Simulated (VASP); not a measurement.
Method: PBE GGA, VASP's PBE PAW potentials (set 64) (plane waves; VASP 6.6.1).

VASP ran on this input.

**POSCAR**
```
Y3Mo
5.8412850
  0.0000000000   0.7071067411   0.7071067411
  0.7071067411   0.0000000000   0.7071067411
  0.7071067411   0.7071067411   0.0000000000
Mo Y
1 3
Direct
  0.0106200000   0.0004830000  -0.0071400000
  0.5035050000   0.4908670000   0.4976940000
  0.2367470000   0.2556390000   0.2554450000
  0.7491290000   0.7530110000   0.7540000000
```

INCAR:
```
SYSTEM = Y3Mo
PREC = Accurate
ENCUT = 300
EDIFF = 1E-6
NELM = 100
ALGO = Normal
LREAL = .FALSE.
LASPH = .TRUE.
ISMEAR = -1
SIGMA = 0.1
GGA = PE
LMAXMIX = 4
LWAVE = .FALSE.
LCHARG = .FALSE.
ISIF = 2
```

File KPOINTS:
```
kpoints
0
Gamma
  5 5 5
0 0 0
```

POTCAR, in this order: Mo_sv Y_sv (PBE.64 set). Program: vasp_std.

What VASP printed:

File OUTCAR:
```
 ion  position               nearest neighbor table
   1  0.011  0.000  0.993-   3 3.52   4 3.52   3 3.55   3 3.55   4 3.57   4 3.59   4 3.63   3 3.69
  LATTYP: Found a face centered cubic cell.
 ALAT       =     8.2608240000
 Subroutine PRICEL returns:
 Original cell was already a primitive cell.
 Subroutine GETGRP returns: Found  1 space group operations
The static configuration has the point symmetry C_1 .
The dynamic configuration has the point symmetry C_1 .
 Subroutine INISYM returns: Found  1 space group operations
 Subroutine IBZKPT returns following result:
 Found     63 irreducible k-points:

 Following reciprocal coordinates:
            Coordinates               Weight
  0.000000  0.000000  0.000000      1.000000
  0.200000  0.000000  0.000000      2.000000
  0.000000  0.200000  0.000000      2.000000
  0.000000  0.000000  0.200000      2.000000
  0.200000  0.200000  0.200000      2.000000
  0.400000  0.000000  0.000000      2.000000
  0.000000  0.400000  0.000000      2.000000
  0.000000  0.000000  0.400000      2.000000
  0.400000  0.400000  0.400000      2.000000
  0.200000  0.200000  0.000000      2.000000
  0.000000  0.200000  0.200000      2.000000
  0.200000  0.000000  0.200000      2.000000
  0.400000  0.200000  0.000000      2.000000
  0.000000  0.400000  0.200000      2.000000
  0.200000  0.000000  0.400000      2.000000
  0.200000  0.200000 -0.200000      2.000000
  0.400000  0.200000  0.400000      2.000000
  0.200000  0.400000  0.000000      2.000000
  0.200000 -0.200000 -0.200000      2.000000
  0.400000  0.400000  0.200000      2.000000
  0.000000  0.200000  0.400000      2.000000
 -0.200000  0.200000 -0.200000      2.000000
  0.200000  0.400000  0.400000      2.000000
  0.400000  0.000000  0.200000      2.000000
 -0.400000  0.200000  0.000000      2.000000
  0.000000 -0.400000  0.200000      2.000000
  0.200000  0.000000 -0.400000      2.000000
  0.200000  0.200000 -0.400000      2.000000
 -0.400000  0.400000 -0.400000      2.000000
  0.200000 -0.400000  0.000000      2.000000
  0.400000 -0.200000 -0.200000      2.000000
 -0.400000 -0.400000  0.400000      2.000000
  0.000000  0.200000 -0.400000      2.000000
 -0.200000  0.400000 -0.200000      2.000000
  0.400000 -0.400000 -0.400000      2.000000
 -0.400000  0.000000  0.200000      2.000000
 -0.200000  0.200000  0.000000      2.000000
  0.000000 -0.200000  0.200000      2.000000
  0.200000  0.000000 -0.200000      2.000000
  0.200000  0.200000  0.400000      2.000000
   k-points           NKPTS =     63   k-points in BZ     NKDIM =     63   number of bands    NBANDS=     28
   number of dos      NEDOS =    301   number of ions     NIONS =      4
   total plane-waves  NPLWV =  46656
   dimension x,y,z NGX =    36 NGY =   36 NGZ =   36
   dimension x,y,z NGXF=    72 NGYF=   72 NGZF=   72
   ions per type =               1   3
   PREC   = accura    normal or accurate (medium, high low for compatibility)
   ISTART =      0    job   : 0-new  1-cont  2-samecut
   ICHARG =      2    charge: 1-file 2-atom 10-const
   ISPIN  =      1    spin polarized calculation?
   LNONCOLLINEAR =      F non collinear calculations
   LSORBIT =      F    spin-orbit coupling
   INIWAV =      1    electr: 0-lowe 1-rand  2-diag
   ENCUT  =  300.0 eV  22.05 Ry    4.70 a.u.   8.25  8.25  8.25*2*pi/ulx,y,z
   NELM   =    100;   NELMIN=  2; NELMDL= -5     # of ELM steps
   EDIFF  = 0.1E-05   stopping-criterion for ELM
   LREAL  =      F    real-space projection
   NLSPLINE    = F    spline interpolate recip. space projectors
   LMAXMIX     =    4 max onsite mixed and CHGCAR
   VOSKOWN=      0    Vosko Wilk Nusair interpolation
...
```

**OSZICAR**
```
       N       E                     dE             d eps       ncg     rms          rms(c)
DAV:   1     0.216488307578E+03    0.21649E+03   -0.18223E+04  4000   0.107E+03
DAV:   2    -0.652398603212E+01   -0.22301E+03   -0.21706E+03  3924   0.317E+02
DAV:   3    -0.273925114967E+02   -0.20869E+02   -0.20007E+02  5952   0.534E+01
DAV:   4    -0.286327993503E+02   -0.12403E+01   -0.11803E+01  5064   0.126E+01
DAV:   5    -0.286723562009E+02   -0.39557E-01   -0.38977E-01  4900   0.200E+00    0.350E+01
DAV:   6    -0.274697261256E+02    0.12026E+01   -0.34163E+00  4532   0.736E+00    0.269E+01
DAV:   7    -0.306248244588E+02   -0.31551E+01   -0.28306E+01  4336   0.123E+01    0.150E+01
DAV:   8    -0.269463307807E+02    0.36785E+01   -0.22274E+01  4488   0.106E+01    0.470E+00
DAV:   9    -0.270378127650E+02   -0.91482E-01   -0.12818E+00  5128   0.287E+00    0.159E+00
DAV:  10    -0.270313253471E+02    0.64874E-02   -0.54366E-02  5392   0.914E-01    0.974E-01
DAV:  11    -0.270310359027E+02    0.28944E-03   -0.98588E-03  4460   0.571E-01    0.339E-01
DAV:  12    -0.270308263180E+02    0.20958E-03   -0.29297E-03  5080   0.197E-01    0.108E-01
DAV:  13    -0.270308245205E+02    0.17974E-05   -0.44919E-04  4480   0.888E-02    0.512E-02
DAV:  14    -0.270308180469E+02    0.64737E-05   -0.30327E-05  4476   0.288E-02    0.216E-02
DAV:  15    -0.270308161654E+02    0.18815E-05   -0.10416E-05  3628   0.160E-02    0.655E-03
DAV:  16    -0.270308160902E+02    0.75209E-07   -0.49486E-07  2332   0.428E-03
   1 F= -.27030816E+02 E0= -.26870121E+02  d E =-.321391E+00
```

OUTCAR:
```
------------------------ aborting loop because EDIFF is reached ----------------------------------------
  FORCE on cell =-STRESS in cart. coord.  units (eV):
  Direction    XX          YY          ZZ          XY          YZ          ZX
  --------------------------------------------------------------------------------------
  Total       -9.7045228     -9.7060766     -9.7217789     -0.2345783      0.0998418     -0.2502576
  in kB     -110.3251811   -110.3428455   -110.5213557     -2.6667866      1.1350442     -2.8450353
  external PRESSURE =    -110.3964608 kB  Pullay stress =       0.0000000 kB
  volume of cell :      140.93
      direct lattice vectors                 reciprocal lattice vectors
     0.000000000  4.130412000  4.130412000    -0.121053299  0.121053299  0.121053299
     4.130412000  0.000000000  4.130412000     0.121053299 -0.121053299  0.121053299
     4.130412000  4.130412000  0.000000000     0.121053299  0.121053299 -0.121053299
 POSITION                                       TOTAL-FORCE (eV/Angst)
 -----------------------------------------------------------------------------------
      4.10292      4.14479      0.04586         0.037791      0.015731      0.115725
      4.08316      4.13536      4.10717         0.207488     -0.066386     -0.094839
      2.11099      2.03296      2.03376        -0.136132      0.056895      0.023729
      6.22458      6.20854      6.20446        -0.109147     -0.006240     -0.044615
 -----------------------------------------------------------------------------------
    total drift:                               -0.000336      0.000003     -0.000286
  FREE ENERGIE OF THE ION-ELECTRON SYSTEM (eV)
  ---------------------------------------------------
  free  energy   TOTEN  =       -27.0308160902 eV

  energy  without entropy=      -26.7094253951  energy(sigma->0) =      -26.87012074
```
(Selected blocks of OUTCAR.)

At this cut-off the stress carries a Pulay error, which pulls relaxed volumes low.

The structure was generated: Y3Mo was put into an ordered model structure, which need not be its known phase. The cell was not relaxed at this level, atoms are displaced from their ideal sites. The electron count is odd and the run is not spin-polarised, which forces a metal.
